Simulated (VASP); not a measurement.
These are PBE GGA, VASP's PBE PAW potentials (set 64) (plane waves; VASP) values and carry that method's errors.

Input for VASP

**INCAR**
```
SYSTEM = ZrB2
PREC = Accurate
ENCUT = 520
EDIFF = 1E-7
NELM = 100
ALGO = Normal
LREAL = .FALSE.
LASPH = .TRUE.
ISMEAR = 0
SIGMA = 0.05
GGA = PE
LMAXMIX = 4
LWAVE = .FALSE.
LCHARG = .FALSE.
LORBIT = 11
ICHARG = 11
```

**POSCAR**
```
ZrB2
1.0
  1.5846316266  -2.7446629582   0.0000000000
  1.5846316266   2.7446629582   0.0000000000
  0.0000000000   0.0000000000   3.5469256300
Zr B
1 2
Cartesian
  1.5846316266   2.7446629582   0.0000000000
  1.5846316266   0.9148894825   1.7734628150
  1.5846316266  -0.9148894825   1.7734628150
```

File KPOINTS:
```
k-points along high-symmetry lines
10
Line-mode
Reciprocal
  0.000000   0.000000   0.000000 ! GAMMA
 -0.000000   0.500000   0.000000 ! M

 -0.000000   0.500000   0.000000 ! M
 -0.333333   0.666667   0.000000 ! K

 -0.333333   0.666667   0.000000 ! K
  0.000000   0.000000   0.000000 ! GAMMA

  0.000000   0.000000   0.000000 ! GAMMA
  0.000000   0.000000   0.500000 ! A

  0.000000   0.000000   0.500000 ! A
 -0.000000   0.500000   0.500000 ! L

 -0.000000   0.500000   0.500000 ! L
 -0.333333   0.666667   0.500000 ! H

 -0.333333   0.666667   0.500000 ! H
  0.000000   0.000000   0.500000 ! A

 -0.000000   0.500000   0.500000 ! L
 -0.000000   0.500000   0.000000 ! M

 -0.333333   0.666667   0.500000 ! H
 -0.333333   0.666667   0.000000 ! K
```

POTCAR, in this order: Zr_sv B (PBE.64 set). Program: vasp_std. Read from the step before: CHGCAR.

Task: What will the output report for the number of irreducible k-points (NKPTS), number of bands (NBANDS), largest plane-wave count, number of space-group operations, FFT grid (NGX, NGY, NGZ)?

Result: 
```
Item                                          Result
--------------------------------------  ------------
number of irreducible k-points (NKPTS)            90
number of bands (NBANDS)                          13
largest plane-wave count                         852
number of space-group operations                  24
FFT grid (NGX, NGY, NGZ)                24 × 24 × 28
```

The compound is ZrB2 in the AlB2 type structure. It was relaxed first.
